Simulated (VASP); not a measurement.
Input:

```
CELL_PARAMETERS angstrom
      1.13335    -1.96302     0.00000
      1.13335     1.96302     0.00000
      0.00000     0.00000     3.55749
ATOMIC_POSITIONS crystal
  Be 0.33333 0.66667 0.25000
  Be 0.66667 0.33333 0.75000
```

Calculation: PBE GGA, VASP's PBE PAW potentials (set 64) (plane waves; VASP 6.6.1). Settings: 480 eV cut-off, 18×18×10 Γ-centred mesh, first-order Methfessel-Paxton smearing of 0.10 eV, potentials Be.

### Question
Give the stress tensor in GPa (positive for a compressed cell).

### Answer

```
-0.90   0.00   0.00
 0.00  -0.90   0.00
 0.00   0.00   1.90
```
The pressure is its mean diagonal, 0.03 GPa.

The compound is Be in the hcp structure. It was relaxed first.
